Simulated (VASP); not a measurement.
Energy against volume of HfC (rock salt). Computed with vdW-DF-cx, VASP's PBE PAW potentials (set 64) (plane waves; VASP 6.6.1).

| V (Å³/atom) | E (eV/atom) |
|---|---|
| 11.583 | -9.02652 |
| 11.952 | -9.05575 |
| 12.322 | -9.06474 |
| 12.692 | -9.05630 |
| 13.061 | -9.03288 |

Question: Fit a third-order Birch-Murnaghan equation of state.

Answer: 
```json
{
  "volume_per_atom": "12.32 Å^3/atom",
  "bulk_modulus": "251 GPa",
  "pressure_derivative_of_the_bulk_modulus": "4.01",
  "lattice_constant_a": "4.619 Å"
}
```

Measured: a 4.638 Å (computed value off by -0.4 %), as given by Guo-Xu Zhang et al., New Journal of Physics (2018), doi:10.1088/1367-2630/aac7f0. The calculation is for a static lattice, while the measured a holds thermal and zero-point effects, which are part of the difference.

The compound is HfC in the rock salt structure. It was relaxed first.
